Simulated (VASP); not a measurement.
# NaLaMnMoO6 (P2_1) in VASP: relaxation of cell and atoms with PBE

Aim: the relaxation of cell and atoms of NaLaMnMoO6 with PBE.

Program: VASP 6.6.1. These are calculated values, not measurements. Logs are shortened: lines on timing, memory, paths and dates and some standing lists are left out, and cuts for length are marked.

### Step 1. The structure

It takes space group P2_1 (No. 4, monoclinic). Conventional cell: a = 5.600 Å, b = 5.650 Å, c = 8.100 Å, α = 90.00°, β = 90.10°, γ = 90.00°. Na (site symmetry 1) is surrounded by 6 O at 2.40 to 2.71 Å. La (site symmetry 1) is surrounded by 6 O at 2.40 to 2.71 Å. Mn (site symmetry 1) has 6 O at 2.13 to 2.18 Å as nearest neighbours. Mo (site symmetry 1) is surrounded by 6 O at 1.90 to 2.05 Å. O (site symmetry 1) has 1 Mo at 1.90 Å as nearest neighbours. O (site symmetry 1) is surrounded by 1 Mo at 1.96 Å and 1 Mn at 2.13 Å. O (site symmetry 1) is surrounded by 1 Mo at 1.97 Å and 1 Mn at 2.13 Å. O (site symmetry 1) is surrounded by 1 Mo at 1.99 Å and 1 Mn at 2.13 Å.

The cell was built by a generator and needn't be a form met in nature.

### Step 2. Relaxation of cell and atoms, PBE, collinear spin, ferromagnetic start

The input, INCAR:

```
  PREC = Normal
  ENCUT = 520
  EDIFF = 1E-4
  ISMEAR = 0
  SIGMA = 0.15
  LREAL = Auto
  LASPH = True
  NELM = 60
  ALGO = Fast
  ISIF = 3
  LWAVE = False
  LCHARG = False
  ISPIN = 2
  MAGMOM = 0 0 0 0 4 4 1 1 0 0 0 0 0 0 0 0 0 0 0 0
  LORBIT = 11
  LMAXMIX = 6
  GGA = PE
  IBRION = 2
  NSW = 24
  EDIFFG = -0.08
```

The input, KPOINTS:

```
regular mesh
0
Gamma
  3 3 2
```

The input, POSCAR:

```
NaLaMnMoO6
1.0
    5.6000000000      0.0000000000      0.0000000000
    0.0000000000      5.6500000000      0.0000000000
   -0.0141371600      0.0000000000      8.0999876600
Na La Mn Mo O
2 2 2 2 12
Direct
    0.2400000000      0.4600000000      0.5000000000
    0.7600000000      0.9600000000      0.5000000000
    0.7400000000      0.0400000000      0.0000000000
    0.2600000000      0.5400000000      0.0000000000
    0.7500000000      0.5000000000      0.2500000000
    0.2500000000      0.0000000000      0.7500000000
    0.2500000000      0.0000000000      0.2600000000
    0.7500000000      0.5000000000      0.7400000000
    0.3300000000      0.0200000000      0.4870000000
    0.9650000000      0.1950000000      0.2950000000
    0.0550000000      0.7150000000      0.3000000000
    0.5350000000      0.8050000000      0.2050000000
    0.4450000000      0.2850000000      0.2000000000
    0.1700000000      0.9800000000      0.0130000000
    0.6700000000      0.5200000000      0.5130000000
    0.0350000000      0.6950000000      0.7050000000
    0.9450000000      0.2150000000      0.7000000000
    0.4650000000      0.3050000000      0.7950000000
    0.5550000000      0.7850000000      0.8000000000
    0.8300000000      0.4800000000      0.9870000000
```

Potentials or basis: VASP PAW PBE potentials, release 64 (Na_pv, La, Mn_pv, Mo_sv, O).

Started as:

```console
$ cat potpaw_PBE.64/Na_pv/POTCAR potpaw_PBE.64/La/POTCAR potpaw_PBE.64/Mn_pv/POTCAR potpaw_PBE.64/Mo_sv/POTCAR potpaw_PBE.64/O/POTCAR > POTCAR
$ mpirun -np 4 vasp_std > vasp.out
```

OUTCAR:

```text
PREC = Normal
   ENCUT = 520
   EDIFF = 1E-4
   ISMEAR = 0
   LREAL = Auto
   LASPH = True
   NELM = 60
   ISIF = 3
   ISPIN = 2
   LORBIT = 11
   GGA = PE
   IBRION = 2
   NSW = 24
   EDIFFG = -0.08

 ion  position               nearest neighbor table
   1  0.240  0.460  0.500-
   2  0.760  0.960  0.500-
   3  0.740  0.040  0.000-  19 2.40  12 2.42  14 2.43  20 2.54  13 2.70  18 2.71   5 3.30   8 3.35
                             6 3.41   7 3.47   7 3.55
   4  0.260  0.540  0.000-  13 2.40  18 2.42  20 2.43  14 2.54  19 2.70  12 2.71   6 3.30   7 3.35
                             5 3.41   8 3.47   8 3.55
   5  0.750  0.500  0.250-  10 2.13  12 2.13  11 2.13  13 2.13  15 2.18  20 2.18   3 3.30   4 3.41
[... 5 lines left out ...]
   8  0.750  0.500  0.740-  15 1.90  16 1.96  17 1.97  18 1.99  19 2.01  20 2.05   3 3.35   4 3.47
                             4 3.55
   9  0.330  0.020  0.487-   7 1.90   6 2.18
  10  0.965  0.195  0.295-   7 1.96   5 2.13
  11  0.055  0.715  0.300-   7 1.97   5 2.13
  12  0.535  0.805  0.205-   7 1.99   5 2.13   3 2.42   4 2.71
  13  0.445  0.285  0.200-   7 2.01   5 2.13   4 2.40   3 2.70
  14  0.170  0.980  0.013-   7 2.05   6 2.18   3 2.43   4 2.54
  15  0.670  0.520  0.513-   8 1.90   5 2.18
  16  0.035  0.695  0.705-   8 1.96   6 2.13
  17  0.945  0.215  0.700-   8 1.97   6 2.13
  18  0.465  0.305  0.795-   8 1.99   6 2.13   4 2.42   3 2.71
  19  0.555  0.785  0.800-   8 2.01   6 2.13   3 2.40   4 2.70
  20  0.830  0.480  0.987-   8 2.05   5 2.18   4 2.43   3 2.54

  LATTYP: Found a simple monoclinic cell.
 ALAT       =     5.6000000000
 B/A-ratio  =     1.0089285714
 C/A-ratio  =     1.4464285709
 COS(beta)  =    -0.0017453284

  Lattice vectors:

 A1 = (   5.6000000000,   0.0000000000,   0.0000000000)
 A2 = (   0.0000000000,   5.6500000000,   0.0000000000)
 A3 = (  -0.0141371600,   0.0000000000,   8.0999876600)

Analysis of symmetry for initial positions (statically):
=====================================================================
 Subroutine PRICEL returns:
 Original cell was already a primitive cell.

 Routine SETGRP: Setting up the symmetry group for a
 simple monoclinic supercell.

 Subroutine GETGRP returns: Found  2 space group operations
 (whereof  1 operations were pure point group operations)
 out of a pool of  4 trial point group operations.

The static configuration has the point symmetry C_1 .
 The point group associated with its full space group is C_2 .

Analysis of symmetry for dynamics (positions and initial velocities):
[... 207 lines left out ...]
  Total       -9.1967717     -6.3165446    -12.1596182      0.0000000      0.0000000      1.3354037
  in kB      -57.4943486    -39.4883803    -76.0168185      0.0000000      0.0000000      8.3483821
  external PRESSURE =     -57.6665158 kB  Pullay stress =       0.0000000 kB
[... 143 lines left out ...]
  FREE ENERGIE OF THE ION-ELECTRON SYSTEM (eV)
  ---------------------------------------------------
  free  energy   TOTEN  =      -157.7678629082 eV

  energy  without entropy=     -157.7491750981  energy(sigma->0) =     -157.75851900

[... ionic steps 4 to 18 ...]

--------------------------------------- Ionic step       19  -------------------------------------------

 number of electron     162.0000077 magnetization       9.9012688

------------------------ aborting loop because EDIFF is reached ----------------------------------------
[... 103 lines left out ...]
--------------------------------------- Ionic step       21  -------------------------------------------

 number of electron     162.0000067 magnetization       9.9016540

 Free energy of the ion-electron system (eV)
  ---------------------------------------------------
  ext. energy  EPLUGINS =         0.00000000
  ---------------------------------------------------
  free energy    TOTEN  =      -158.16349106 eV

  energy without entropy =     -158.14914072  energy(sigma->0) =     -158.15631589

 E-fermi :   6.7248     XC(G=0): -10.8638

 val. band max:        6.6704049435   @ k =   0.3333   0.0000   0.5000
 cond. band min:       6.7674275648   @ k =   0.0000   0.0000   0.0000
 fundamental gap:      0.0970226212
 Fermi energy:         6.7247708384

 spin component 1

 k-point     1 :       0.0000    0.0000    0.0000
  band No.  band energies     occupation
      1     -56.9983      1.00000
      2     -56.9983      1.00000
      3     -43.6916      1.00000
      4     -43.6916      1.00000
      5     -43.6789      1.00000
      6     -43.6789      1.00000
[... 757 lines left out ...]
     92       7.7289      0.00000
     93       9.5902      0.00000
 Fermi energy:         6.7247708384

 spin component 2

 k-point     1 :       0.0000    0.0000    0.0000
  band No.  band energies     occupation
      1     -56.7569      1.00000
      2     -56.7569      1.00000
      3     -39.1543      1.00000
      4     -39.1543      1.00000
      5     -39.1371      1.00000
      6     -39.1371      1.00000
[... 757 lines left out ...]
     92       9.6430      0.00000
     93       9.6724      0.00000
 [bands above 93 left out]

------------------------ aborting loop because EDIFF is reached ----------------------------------------

  FORCE on cell =-STRESS in cart. coord.  units (eV):
  Direction    XX          YY          ZZ          XY          YZ          ZX
  --------------------------------------------------------------------------------------
  -------------------------------------------------------------------------------------
  Total       -0.2093116     -0.3578734     -0.2239261      0.0000000      0.0000000     -0.0244238
  in kB       -1.3434102     -2.2969141     -1.4372092      0.0000000      0.0000000     -0.1567578
  external PRESSURE =      -1.6925112 kB  Pullay stress =       0.0000000 kB
[... 35 lines left out ...]
  FREE ENERGIE OF THE ION-ELECTRON SYSTEM (eV)
  ---------------------------------------------------
  free  energy   TOTEN  =      -158.1634910624 eV

  energy  without entropy=     -158.1491407208  energy(sigma->0) =     -158.15631589

 reached required accuracy - stopping structural energy minimisation

 total charge

# of ion       s       p       d       f       tot
--------------------------------------------------
    1        0.041   5.981   0.000   0.000   6.022
    2        0.041   5.981   0.000   0.000   6.022
    3        2.011   5.706   0.588   0.229   8.535
    4        2.011   5.706   0.588   0.229   8.535
    5        0.219   6.217   4.907   0.000  11.343
    6        0.219   6.217   4.907   0.000  11.343
[... 12 lines left out ...]
   19        1.567   3.458   0.000   0.000   5.025
   20        1.561   3.455   0.000   0.000   5.016
--------------------------------------------------
tot         28.123  89.970  18.237   0.459 136.790

 magnetization (x)

# of ion       s       p       d       f       tot
--------------------------------------------------
    1       -0.000   0.000   0.000   0.000  -0.000
    2       -0.000   0.000   0.000   0.000  -0.000
    3        0.000   0.000   0.005   0.007   0.012
    4        0.000   0.000   0.005   0.007   0.012
    5        0.023   0.026   4.120   0.000   4.169
    6        0.023   0.026   4.120   0.000   4.169
[... 12 lines left out ...]
   19        0.005   0.021   0.000   0.000   0.027
   20        0.006   0.045   0.000   0.000   0.051
--------------------------------------------------
tot          0.127   0.392   8.888   0.014   9.420
```

CONTCAR:

```text
NaLaMnMoO6
   1.00000000000000
     5.5513005662109212    0.0000000000000000    0.0249140355368823
     0.0000000000000000    5.6211779201134098    0.0000000000000000
     0.0218322378739171    0.0000000000000000    7.9997877307657861
  Na              La              Mn              Mo              O
     2     2     2     2    12
Direct
     0.2430608398673263    0.4719830627792966    0.4993366449510215
     0.7569391601326736    0.9719830627792968    0.5006633550489786
     0.7427774045770884    0.0436080897945245    0.9995566824550735
     0.2572225954229114    0.5436080897945245    0.0004433175449269
     0.7519894112244752    0.5120766136311783    0.2558736088314803
     0.2480105887755248    0.0120766136311782    0.7441263911685195
[... 12 lines left out ...]
     0.5436989780259384    0.7656140647351091    0.8008292523167175
     0.8301109102622938    0.4820425571465951    0.9970988794718020

  0.00000000E+00  0.00000000E+00  0.00000000E+00
  0.00000000E+00  0.00000000E+00  0.00000000E+00
  0.00000000E+00  0.00000000E+00  0.00000000E+00
  0.00000000E+00  0.00000000E+00  0.00000000E+00
  0.00000000E+00  0.00000000E+00  0.00000000E+00
  0.00000000E+00  0.00000000E+00  0.00000000E+00
[... 12 lines left out ...]
  0.00000000E+00  0.00000000E+00  0.00000000E+00
  0.00000000E+00  0.00000000E+00  0.00000000E+00
```

Run time: 13 min. Hardware: 4 MPI ranks of Intel Xeon Platinum 8488C (Sapphire Rapids), shared host; peak memory 0.23 GiB.

Results:

```yaml
Free_energy: -158.1635 eV
Relaxed_volume: 12.48 Å³/atom
Relaxed_cell: a = 5.551 Å, b = 5.621 Å, c = 8.000 Å, α = 90.00°, β = 89.59°, γ = 90.00°
Space_group_after_relaxing_to_0.05_Å: P2_1 (No. 4)
Energy_gained_by_relaxing: 59.7 meV/atom
Ionic_steps: 21
Pressure_after_relaxing: -0.2 GPa
Largest_force_after_relaxing: 0.059 eV/Å
Band_gap_on_the_k_mesh: 0.10 eV, indirect (least direct gap 0.15 eV)
Net_moment: 9.90 μB per cell
Site_moments: Na -0.00; La +0.01; Mn +4.17; Mo +0.34; O +0.02, +0.03, +0.04, +0.05 μB
Valence_electrons_inside_the_program's_atomic_spheres: Na 6.02; La 8.54; Mn 11.34; Mo 12.36; O 5.03, 5.02
```

Forces in eV/Å, atoms in the order of the input:
```
Na   0.029  0.051 -0.002
Na  -0.029  0.051  0.002
La  -0.001 -0.013 -0.017
La   0.001 -0.013  0.017
Mn  -0.033 -0.027  0.005
Mn   0.033 -0.027 -0.005
Mo   0.013 -0.011 -0.014
Mo  -0.013 -0.011  0.014
O   -0.036 -0.035 -0.010
O    0.002  0.036 -0.020
O    0.022 -0.001 -0.001
O   -0.021  0.022  0.027
O   -0.025 -0.009  0.023
O   -0.029 -0.013  0.031
O    0.036 -0.035  0.010
O   -0.002  0.036  0.020
O   -0.022 -0.001  0.001
O    0.021  0.022 -0.027
O    0.025 -0.009 -0.023
O    0.029 -0.013 -0.031
```

The path:
| step | energy change (eV) | largest force (eV/Å) | pressure (GPa) | volume (Å³) |
| --- | --- | --- | --- | --- |
| 1 | 0.0000 | 4.4399 | -5.77 | 256.28 |
| 2 | 1.1790 | 10.5624 | 14.18 | 239.54 |
| 3 | -0.7976 | 1.4017 | 0.81 | 249.04 |
| 4 | -0.7982 | 1.4874 | 0.93 | 248.89 |
| 5 | -0.9961 | 1.2908 | 0.26 | 249.03 |
| 6 | -0.9994 | 1.0311 | 0.34 | 249.02 |
| 7 | -1.0925 | 0.5051 | -0.89 | 249.92 |
| 8 | -1.0927 | 0.4479 | -0.91 | 249.87 |
| 9 | -1.1336 | 0.2461 | 0.48 | 247.99 |
| 10 | -1.1342 | 0.2614 | 0.58 | 247.79 |
| 11 | -1.1600 | 0.1184 | 0.42 | 248.37 |
| 12 | -1.1650 | 0.2034 | 0.33 | 248.62 |
| 13 | -1.1633 | 0.4394 | 0.15 | 249.12 |
| 14 | -1.1661 | 0.2789 | 0.22 | 248.80 |
| 15 | -1.1743 | 0.2193 | -0.40 | 249.74 |
| 16 | -1.1746 | 0.1800 | -0.37 | 249.60 |
| 17 | -1.1840 | 0.1931 | -0.09 | 249.29 |
| 18 | -1.1856 | 0.3186 | 0.07 | 249.09 |
| 19 | -1.1912 | 0.1041 | 0.38 | 248.98 |
| 20 | -1.1912 | 0.0928 | 0.38 | 248.98 |
| 21 | -1.1933 | 0.0589 | -0.17 | 249.63 |

Final structure:
```cif
data_structure
_symmetry_space_group_name_H-M 'P 1'
_symmetry_Int_Tables_number 1
_cell_length_a 5.5514
_cell_length_b 5.6212
_cell_length_c 7.9998
_cell_angle_alpha 90.000
_cell_angle_beta 89.586
_cell_angle_gamma 90.000
_cell_volume 249.63
loop_
_atom_site_label
_atom_site_type_symbol
_atom_site_fract_x
_atom_site_fract_y
_atom_site_fract_z
_atom_site_occupancy
Na1 Na 0.24306 0.47198 0.49934 1
Na2 Na 0.75694 0.97198 0.50066 1
La1 La 0.74278 0.04361 0.99956 1
La2 La 0.25722 0.54361 0.00044 1
Mn1 Mn 0.75199 0.51208 0.25587 1
Mn2 Mn 0.24801 0.01208 0.74413 1
Mo1 Mo 0.24648 0.00345 0.27133 1
Mo2 Mo 0.75352 0.50345 0.72867 1
O1 O 0.33179 0.02580 0.49118 1
O2 O 0.96756 0.19029 0.27915 1
O3 O 0.06574 0.71338 0.28226 1
O4 O 0.52221 0.79176 0.19799 1
O5 O 0.45630 0.26561 0.19917 1
O6 O 0.16989 0.98204 0.00290 1
O7 O 0.66821 0.52580 0.50882 1
O8 O 0.03244 0.69029 0.72085 1
O9 O 0.93426 0.21338 0.71774 1
O10 O 0.47779 0.29176 0.80201 1
O11 O 0.54370 0.76561 0.80083 1
O12 O 0.83011 0.48204 0.99710 1
```

Caveat: spin-orbit coupling is left out, which moves the levels of the heavy elements; an odd mesh through Γ misses points on the zone boundary, where band edges often lie; only a ferromagnetic start was run, and an antiferromagnetic order may lie lower in energy; the relaxation stopped at a loose force limit of 0.08 eV/Å, so its end isn't a converged minimum.
